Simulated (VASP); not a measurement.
# W(100) over its thickness, part 4 of 7

How many layers does a slab of W(100) need before surface energy, work function and relaxation settle?

VASP 6.6.1; PBE; plane waves and PAW (W).

So far. Step 8 (Surface relaxation, layers 6): The run ended after 13 ionic steps, 0.399 eV below its first step, once the forces on the free atoms met EDIFFG = -0.01. Step 9 (The vacuum level, layers 6): The vacuum level lies 4.21 eV above the Fermi level at the upper face; both faces agree, as the slab has next to no dipole.

## 10. Relaxing the slab, layers 7

System of this step: W(100). The cell holds 7 atoms: 7 W. Its edges and angles: a = 3.172 Å, b = 3.172 Å, c = 24.516 Å, α = 90.0°, β = 90.0°, γ = 90.0°. It derives from W. 7 layers of bcc W, cut at this functional's lattice. Vacuum lies along c.

INCAR

```
SYSTEM = W
PREC = Normal
ENCUT = 320
EDIFF = 1E-06
NELM = 120
ISMEAR = 1
SIGMA = 0.15
LREAL = .FALSE.
ALGO = Fast
GGA = PE
NBANDS = 28
LASPH = .TRUE.
LORBIT = 11
LWAVE = .FALSE.
LCHARG = .FALSE.
KPAR = 4
IBRION = 2
NSW = 50
ISIF = 2
EDIFFG = -0.01
POTIM = 0.4
MAXMIX = 40
```

POSCAR

```
W
1.0
    3.1720616382      0.0000000000      0.0000000000
    0.0000000000      3.1720616382      0.0000000000
    0.0000000000      0.0000000000     24.5161849146
W
7
Direct
    0.0000000000      0.0000000000      0.3059203600
    0.5000000000      0.5000000000      0.3706135700
    0.0000000000      0.0000000000      0.4353067900
    0.5000000000      0.5000000000      0.5000000000
    0.0000000000      0.0000000000      0.5646932100
    0.5000000000      0.5000000000      0.6293864300
    0.0000000000      0.0000000000      0.6940796400
```

KPOINTS

```
Automatic mesh
0
Gamma
10 10 1
0 0 0
```

PAW data sets: W (PBE family, release 64).

Run with:

```
mpirun -np 4 vasp_std
```

Log:

```text
[banner, memory and clock lines left out]
running    4 mpi-ranks, on    1 nodes
[...]
LDA part: xc-table for (Slater+PW92), standard interpolation
 POSCAR, INCAR and KPOINTS ok, starting setup
[...]
entering main loop
       N       E                     dE             d eps       ncg     rms          rms(c)
DAV:   1     0.142935617115E+03    0.14294E+03   -0.12758E+04  1184   0.830E+02
DAV:   2    -0.708656075259E+02   -0.21380E+03   -0.20520E+03  1600   0.219E+02
DAV:   3    -0.909941282312E+02   -0.20129E+02   -0.19389E+02  1548   0.641E+01
DAV:   4    -0.924131267681E+02   -0.14190E+01   -0.13768E+01  2000   0.147E+01
[...]
RMM:  27    -0.856787293123E+02   -0.32862E-05    0.19190E-07   729   0.302E-03    0.238E-03
RMM:  28    -0.856787309477E+02   -0.16355E-05    0.26676E-07   718   0.259E-03    0.113E-03
RMM:  29    -0.856787311383E+02   -0.19060E-06    0.34583E-07   608   0.200E-03
   1 F= -.85678731E+02 E0= -.85677271E+02  d E =-.856787E+02
[... from here on, the cycles between the ionic steps are left out ...]
   2 F= -.85994664E+02 E0= -.85991193E+02  d E =-.315933E+00
   3 F= -.86014611E+02 E0= -.86010358E+02  d E =-.335880E+00
   4 F= -.86014796E+02 E0= -.86010512E+02  d E =-.336064E+00
   5 F= -.86030475E+02 E0= -.86026216E+02  d E =-.156793E-01
   6 F= -.86037237E+02 E0= -.86032977E+02  d E =-.224409E-01
   7 F= -.86048913E+02 E0= -.86044615E+02  d E =-.116765E-01
   8 F= -.86057086E+02 E0= -.86052829E+02  d E =-.198498E-01
   9 F= -.86057928E+02 E0= -.86053663E+02  d E =-.841797E-03
  10 F= -.86058260E+02 E0= -.86053989E+02  d E =-.117388E-02
  11 F= -.86058328E+02 E0= -.86054051E+02  d E =-.673995E-04
  12 F= -.86058328E+02 E0= -.86054052E+02  d E =-.678889E-04
  13 F= -.86058343E+02 E0= -.86054067E+02  d E =-.149787E-04
 trial-energy change:   -0.000015  1 .order   -0.000014   -0.000026   -0.000002
 step:   1.7293(harm=  1.7293)  dis= 0.00100  next Energy=   -86.058342 (dE=-0.142E-04)
 reached required accuracy - stopping structural energy minimisation
```

It took 82 s on 4 MPI ranks of Intel Xeon 6975P-C (Granite Rapids), shared host; peak memory 0.77 GiB.

Parts of OUTCAR (step 10):

```text
  Total       -3.7198579     -3.7198579     -0.5547520      0.0000000      0.0000000      0.0000000
  in kB      -24.1602160    -24.1602160     -3.6030756      0.0000000      0.0000000      0.0000000
  external PRESSURE =     -17.3078358 kB  Pullay stress =       0.0000000 kB

 POSITION                                       TOTAL-FORCE (eV/Angst)
 -----------------------------------------------------------------------------------
      0.00000      0.00000      7.66853        -0.000000      0.000000      0.005835
      1.58603      1.58603      9.06495         0.000000      0.000000     -0.001843
      0.00000      0.00000     10.68774         0.000000     -0.000000      0.008055
      1.58603      1.58603     12.25809        -0.000000      0.000000      0.000000
      0.00000      0.00000     13.82845        -0.000000     -0.000000     -0.008055
      1.58603      1.58603     15.45124        -0.000000     -0.000000      0.001843
      0.00000      0.00000     16.84766        -0.000000      0.000000     -0.005835
 -----------------------------------------------------------------------------------
    total drift:                                0.000000     -0.000000     -0.000000

  FREE ENERGIE OF THE ION-ELECTRON SYSTEM (eV)
  ---------------------------------------------------
  free  energy   TOTEN  =       -86.0583430832 eV

  energy  without entropy=      -86.0455143437  energy(sigma->0) =      -86.05406684

[... 1 part as in an earlier step ...]

[... 3 further parts left out ...]
[key lines of the parts left out:]
E-fermi :   1.2526
```

Relaxation path:

| step | energy less that of the first step (eV) | largest force (eV/Å) |
| --- | --- | --- |
| 1 | 0.0000 | 1.8265 |
| 2 | -0.3159 | 0.7417 |
| 3 | -0.3359 | 0.3482 |
| 4 | -0.3361 | 0.3341 |
| 5 | -0.3517 | 0.2665 |
| 6 | -0.3585 | 0.3212 |
| 7 | -0.3702 | 0.2222 |
| 8 | -0.3784 | 0.1132 |
| 9 | -0.3792 | 0.0815 |
| 10 | -0.3795 | 0.0250 |
| 11 | -0.3796 | 0.0128 |
| 12 | -0.3796 | 0.0132 |
| 13 | -0.3796 | 0.0081 |

The atoms that moved most (Å):

| atom | dx | dy | dz | length |
| --- | --- | --- | --- | --- |
| W1 | 0.000 | 0.000 | 0.169 | 0.169 |
| W7 | 0.000 | 0.000 | -0.169 | 0.169 |
| W2 | 0.000 | 0.000 | -0.021 | 0.021 |
| W6 | 0.000 | 0.000 | 0.021 | 0.021 |
| W3 | 0.000 | 0.000 | 0.016 | 0.016 |
| W5 | 0.000 | 0.000 | -0.016 | 0.016 |

The relaxed structure:

```cif
data_structure
_symmetry_space_group_name_H-M 'P 1'
_symmetry_Int_Tables_number 1
_cell_length_a 3.1721
_cell_length_b 3.1721
_cell_length_c 24.5162
_cell_angle_alpha 90.000
_cell_angle_beta 90.000
_cell_angle_gamma 90.000
_cell_volume 246.68
loop_
_atom_site_label
_atom_site_type_symbol
_atom_site_fract_x
_atom_site_fract_y
_atom_site_fract_z
_atom_site_occupancy
W1 W 0.00000 0.00000 0.31279 1
W2 W 0.50000 0.50000 0.36975 1
W3 W 0.00000 0.00000 0.43595 1
W4 W 0.50000 0.50000 0.50000 1
W5 W 0.00000 0.00000 0.56405 1
W6 W 0.50000 0.50000 0.63025 1
W7 W 0.00000 0.00000 0.68721 1
```

The run ended after 13 ionic steps, 0.380 eV below its first step, once the forces on the free atoms met EDIFFG = -0.01.

## 11. The vacuum level, layers 7

INCAR, as its differences from that of step 10:

```diff
@@ -16,7 +16,6 @@
 KPAR = 4
-IBRION = 2
-NSW = 50
-ISIF = 2
-EDIFFG = -0.01
-POTIM = 0.4
-MAXMIX = 40
+IDIPOL = 3
+LDIPOL = .TRUE.
+DIPOL = 0.5 0.5 0.5
+LVHAR = .TRUE.
+LVACPOTAV = .TRUE.
```

POSCAR

```
W
1.0
    3.1720616382      0.0000000000      0.0000000000
    0.0000000000      3.1720616382      0.0000000000
    0.0000000000      0.0000000000     24.5161849146
W
7
Direct
    0.0000000000      0.0000000000      0.3127945434
    0.5000000000      0.5000000000      0.3697536338
    0.0000000000      0.0000000000      0.4359462428
    0.5000000000      0.5000000000      0.5000000000
    0.0000000000      0.0000000000      0.5640537572
    0.5000000000      0.5000000000      0.6302463662
    0.0000000000      0.0000000000      0.6872054566
```

KPOINTS is that of step 10.

Run with:

```
mpirun -np 4 vasp_std
```

Log:

```text
[... set-up lines as in an earlier step ...]
 entering main loop
       N       E                     dE             d eps       ncg     rms          rms(c)
DAV:   1     0.149650010221E+03    0.14965E+03   -0.12823E+04  1192   0.830E+02
DAV:   2    -0.704715579509E+02   -0.22012E+03   -0.21109E+03  1604   0.222E+02
DAV:   3    -0.908195591321E+02   -0.20348E+02   -0.19709E+02  1468   0.655E+01
DAV:   4    -0.922820172589E+02   -0.14625E+01   -0.14152E+01  2016   0.152E+01
[...]
RMM:  26    -0.860583398777E+02   -0.78374E-05   -0.72682E-07   870   0.317E-03    0.175E-03
RMM:  27    -0.860583422983E+02   -0.24206E-05   -0.30159E-07   791   0.254E-03    0.938E-04
RMM:  28    -0.860583429839E+02   -0.68566E-06   -0.20431E-07   613   0.174E-03
 [... a notice as in an earlier step ...]

   1 F= -.86058343E+02 E0= -.86054067E+02  d E =-.128271E-01
```

Elapsed: 19 s, on 4 MPI ranks; peak memory 0.71 GiB.

From OUTCAR (step 11):

```text
  Total       -3.7189648     -3.7189648     -0.5534453      0.0000000      0.0000000      0.0000000
  in kB      -24.1544149    -24.1544149     -3.5945881      0.0000000      0.0000000      0.0000000
  external PRESSURE =     -17.3011393 kB  Pullay stress =       0.0000000 kB

 POSITION                                       TOTAL-FORCE (eV/Angst)
 -----------------------------------------------------------------------------------
      0.00000      0.00000      7.66853        -0.000000     -0.000000      0.005349
      1.58603      1.58603      9.06495        -0.000000      0.000000     -0.000689
      0.00000      0.00000     10.68774         0.000000     -0.000000      0.007940
      1.58603      1.58603     12.25809        -0.000000      0.000000      0.000000
      0.00000      0.00000     13.82845        -0.000000      0.000000     -0.007940
      1.58603      1.58603     15.45124        -0.000000     -0.000000      0.000689
      0.00000      0.00000     16.84766         0.000000      0.000000     -0.005349
 -----------------------------------------------------------------------------------
    total drift:                                0.000000      0.000000      0.000000

  FREE ENERGIE OF THE ION-ELECTRON SYSTEM (eV)
  ---------------------------------------------------
  free  energy   TOTEN  =       -86.0583429839 eV

  energy  without entropy=      -86.0455158440  energy(sigma->0) =      -86.05406727

[... 2 parts as in an earlier step ...]

[... 1 further part left out ...]
[key lines of the parts left out:]
E-fermi :   1.2525
```

The planar average of the electrostatic potential oscillates, so the rows of the table below give means over windows of 1.59 Å about each position, cut where the curve ends. Its maxima inside the range that stand out by 2 % of the span (Å: eV): 9.9: -6.81, 11.5: -7.13, 13.1: -7.13, 14.6: -6.81. Its minima: 9.0: -8.68, 10.7: -8.35, 12.3: -8.32, 13.8: -8.35, 15.6: -8.68.

Zero at the Fermi level. Table of planar average of the electrostatic potential by height; means over each step:

| height (Å) | planar average of the electrostatic potential (eV) |
| --- | --- |
| 0.80 | 4.14 |
| 2.39 | 4.14 |
| 3.98 | 4.12 |
| 5.57 | 3.50 |
| 7.16 | -4.25 |
| 8.75 | -8.39 |
| 10.34 | -7.55 |
| 11.93 | -7.67 |
| 13.52 | -7.68 |
| 15.11 | -7.75 |
| 16.70 | -7.53 |
| 18.29 | 1.56 |
| 19.88 | 4.06 |
| 21.47 | 4.14 |
| 23.06 | 4.14 |

The vacuum level lies 4.13 eV above the Fermi level at the upper face; both faces agree, as the slab has next to no dipole.

The program found no field-free point at its default tolerance, but its printed level agrees with the flat part of the planar average.

## 12. Surface relaxation, layers 8

System of this step: W(100). The cell holds 8 atoms: 8 W. Cell: a = 3.172 Å, b = 3.172 Å, c = 26.102 Å, α = 90.0°, β = 90.0°, γ = 90.0°. It derives from W. 8 layers of bcc W, cut at this functional's lattice. Vacuum lies along c.

INCAR

```
SYSTEM = W
PREC = Normal
ENCUT = 320
EDIFF = 1E-06
NELM = 120
ISMEAR = 1
SIGMA = 0.15
LREAL = .FALSE.
ALGO = Fast
GGA = PE
NBANDS = 32
LASPH = .TRUE.
LORBIT = 11
LWAVE = .FALSE.
LCHARG = .FALSE.
KPAR = 4
IBRION = 2
NSW = 50
ISIF = 2
EDIFFG = -0.01
POTIM = 0.4
MAXMIX = 40
```

POSCAR

```
W
1.0
    3.1720616382      0.0000000000      0.0000000000
    0.0000000000      3.1720616382      0.0000000000
    0.0000000000      0.0000000000     26.1022157337
W
8
Direct
    0.5000000000      0.5000000000      0.2873319300
    0.0000000000      0.0000000000      0.3480942400
    0.5000000000      0.5000000000      0.4088565400
    0.0000000000      0.0000000000      0.4696188500
    0.5000000000      0.5000000000      0.5303811500
    0.0000000000      0.0000000000      0.5911434600
    0.5000000000      0.5000000000      0.6519057600
    0.0000000000      0.0000000000      0.7126680700
```

KPOINTS is that of step 11.

Run with:

```
mpirun -np 4 vasp_std
```

Log:

```text
[banner, memory and clock lines left out]
running    4 mpi-ranks, on    1 nodes
[...]
LDA part: xc-table for (Slater+PW92), standard interpolation
 POSCAR, INCAR and KPOINTS ok, starting setup
[...]
entering main loop
       N       E                     dE             d eps       ncg     rms          rms(c)
DAV:   1     0.162695514127E+03    0.16270E+03   -0.14479E+04  1344   0.836E+02
DAV:   2    -0.829652903534E+02   -0.24566E+03   -0.22965E+03  1880   0.224E+02
DAV:   3    -0.104567748460E+03   -0.21602E+02   -0.20346E+02  1712   0.634E+01
DAV:   4    -0.106257023812E+03   -0.16893E+01   -0.16551E+01  2320   0.152E+01
[...]
RMM:  34    -0.986734752917E+02    0.79876E-06   -0.12157E-05  1481   0.103E-02    0.432E-03
RMM:  35    -0.986734765925E+02   -0.13007E-05   -0.20795E-06   853   0.545E-03    0.488E-03
RMM:  36    -0.986734771269E+02   -0.53448E-06   -0.16027E-06   827   0.496E-03
   1 F= -.98673477E+02 E0= -.98670085E+02  d E =-.986735E+02
[... from here on, the cycles between the ionic steps are left out ...]
   2 F= -.98993758E+02 E0= -.98991626E+02  d E =-.320281E+00
   3 F= -.99015353E+02 E0= -.99014025E+02  d E =-.341876E+00
   4 F= -.99015631E+02 E0= -.99014404E+02  d E =-.342154E+00
   5 F= -.99038697E+02 E0= -.99037731E+02  d E =-.230658E-01
   6 F= -.99039819E+02 E0= -.99038881E+02  d E =-.241878E-01
   7 F= -.99046232E+02 E0= -.99045328E+02  d E =-.641314E-02
   8 F= -.99055145E+02 E0= -.99054091E+02  d E =-.153263E-01
   9 F= -.99059877E+02 E0= -.99059141E+02  d E =-.473258E-02
  10 F= -.99061369E+02 E0= -.99060887E+02  d E =-.622388E-02
  11 F= -.99061387E+02 E0= -.99060930E+02  d E =-.624234E-02
  12 F= -.99062226E+02 E0= -.99061814E+02  d E =-.838621E-03
  13 F= -.99062405E+02 E0= -.99062000E+02  d E =-.101770E-02
  14 F= -.99062407E+02 E0= -.99062003E+02  d E =-.101995E-02
  15 F= -.99062480E+02 E0= -.99062046E+02  d E =-.728772E-04
  16 F= -.99062479E+02 E0= -.99062042E+02  d E =-.718606E-04
  17 F= -.99062496E+02 E0= -.99062070E+02  d E =-.166168E-04
 trial-energy change:   -0.000017  1 .order   -0.000013   -0.000022   -0.000005
 step:   1.4401(harm=  1.4401)  dis= 0.00078  next Energy=   -99.062493 (dE=-0.140E-04)
 reached required accuracy - stopping structural energy minimisation
```

The job ended after 1.8 min (4 MPI ranks; peak memory 0.82 GiB; 6.8 min of CPU time).

OUTCAR, selected parts (step 12):

```text
  Total       -3.6545567     -3.6545567     -0.6394996      0.0000000      0.0000000      0.0000000
  in kB      -22.2938293    -22.2938293     -3.9011284      0.0000000      0.0000000      0.0000000
  external PRESSURE =     -16.1629290 kB  Pullay stress =       0.0000000 kB

 POSITION                                       TOTAL-FORCE (eV/Angst)
 -----------------------------------------------------------------------------------
      1.58603      1.58603      7.67015         0.000000     -0.000000      0.005929
      3.17206      0.00000      9.06096         0.000000     -0.000000      0.001063
      1.58603      1.58603     10.69664         0.000000      0.000000      0.002725
      0.00000      0.00000     12.25117        -0.000000      0.000000      0.000328
      1.58603      1.58603     13.85104         0.000000     -0.000000     -0.000328
      0.00000      0.00000     15.40557        -0.000000     -0.000000     -0.002725
      1.58603      1.58603     17.04126         0.000000     -0.000000     -0.001063
      0.00000      3.17206     18.43207         0.000000     -0.000000     -0.005929
 -----------------------------------------------------------------------------------
    total drift:                                0.000000      0.000000      0.000000

  FREE ENERGIE OF THE ION-ELECTRON SYSTEM (eV)
  ---------------------------------------------------
  free  energy   TOTEN  =       -99.0624956850 eV

  energy  without entropy=      -99.0612175937  energy(sigma->0) =      -99.06206965

[... 1 part as in an earlier step ...]

[... 3 further parts left out ...]
[key lines of the parts left out:]
E-fermi :   1.6273
```

The run ended after 17 ionic steps, 0.389 eV below its first step, once the forces on the free atoms met EDIFFG = -0.01.

## 13. The vacuum level, layers 8

INCAR, as its differences from that of step 12:

```diff
@@ -16,7 +16,6 @@
 KPAR = 4
-IBRION = 2
-NSW = 50
-ISIF = 2
-EDIFFG = -0.01
-POTIM = 0.4
-MAXMIX = 40
+IDIPOL = 3
+LDIPOL = .TRUE.
+DIPOL = 0.5 0.5 0.5
+LVHAR = .TRUE.
+LVACPOTAV = .TRUE.
```

POSCAR

```
W
1.0
    3.1720616382      0.0000000000      0.0000000000
    0.0000000000      3.1720616382      0.0000000000
    0.0000000000      0.0000000000     26.1022157337
W
8
Direct
    0.5000000000      0.5000000000      0.2938505587
    0.0000000000      0.0000000000      0.3471336268
    0.5000000000      0.5000000000      0.4097982852
    0.0000000000      0.0000000000      0.4693538090
    0.5000000000      0.5000000000      0.5306461910
    0.0000000000      0.0000000000      0.5902017148
    0.5000000000      0.5000000000      0.6528663732
    0.0000000000      0.0000000000      0.7061494413
```

KPOINTS is that of step 12.

Run with:

```
mpirun -np 4 vasp_std
```

Log:

```text
[... set-up lines as in an earlier step ...]
 entering main loop
       N       E                     dE             d eps       ncg     rms          rms(c)
DAV:   1     0.169385252359E+03    0.16939E+03   -0.14541E+04  1344   0.836E+02
DAV:   2    -0.823120716581E+02   -0.25170E+03   -0.23346E+03  1856   0.227E+02
DAV:   3    -0.104456350386E+03   -0.22144E+02   -0.21103E+02  1752   0.650E+01
DAV:   4    -0.106036245382E+03   -0.15799E+01   -0.15262E+01  2240   0.149E+01
[...]
RMM:  26    -0.990624891015E+02   -0.10263E-04   -0.84025E-07   988   0.404E-03    0.247E-03
RMM:  27    -0.990624950230E+02   -0.59215E-05   -0.96704E-07   992   0.388E-03    0.186E-03
RMM:  28    -0.990624954540E+02   -0.43099E-06   -0.18436E-07   864   0.254E-03
 [... a notice as in an earlier step ...]

   1 F= -.99062495E+02 E0= -.99062069E+02  d E =-.128084E-02
```

The job ended after 18 s (4 MPI ranks; peak memory 0.77 GiB).

From OUTCAR (step 13):

```text
  Total       -3.6546282     -3.6546282     -0.6405443      0.0000000     -0.0000000      0.0000000
  in kB      -22.2942655    -22.2942655     -3.9075015      0.0000000     -0.0000000      0.0000000
  external PRESSURE =     -16.1653442 kB  Pullay stress =       0.0000000 kB

 POSITION                                       TOTAL-FORCE (eV/Angst)
 -----------------------------------------------------------------------------------
      1.58603      1.58603      7.67015         0.000000     -0.000000      0.006136
      0.00000      0.00000      9.06096         0.000000      0.000000      0.001446
      1.58603      1.58603     10.69664         0.000000     -0.000000      0.001895
      0.00000      0.00000     12.25117         0.000000      0.000000      0.001404
      1.58603      1.58603     13.85104        -0.000000      0.000000     -0.001404
      0.00000      0.00000     15.40557         0.000000      0.000000     -0.001895
      1.58603      1.58603     17.04126        -0.000000      0.000000     -0.001446
      0.00000      0.00000     18.43207         0.000000      0.000000     -0.006136
 -----------------------------------------------------------------------------------
    total drift:                                0.000000      0.000000      0.000000

  FREE ENERGIE OF THE ION-ELECTRON SYSTEM (eV)
  ---------------------------------------------------
  free  energy   TOTEN  =       -99.0624954540 eV

  energy  without entropy=      -99.0612146127  energy(sigma->0) =      -99.06206851

[... 2 parts as in an earlier step ...]

[... 1 further part left out ...]
[key lines of the parts left out:]
E-fermi :   1.6273
```

The vacuum level lies 4.12 eV above the Fermi level at the upper face; both faces agree, as the slab has next to no dipole.

The program found no field-free point at its default tolerance, but its printed level agrees with the flat part of the planar average.

(Continued in part 5 of 7.)

[Lines on the potential files, build, host, timing and source positions are cut from VASP's logs without a mark.]

[Logs are printed without paths, hosts, clocks, repeated set-up lines and the standing remarks that a program may print on its own settings, such as how far it seeks lower states.]

[Hosts, paths, dates, database ids (printed as entryN), source tags and the programs' standing remarks are cut or masked in the printed files.]

[Runs that stopped without an error message from VASP are left out.]
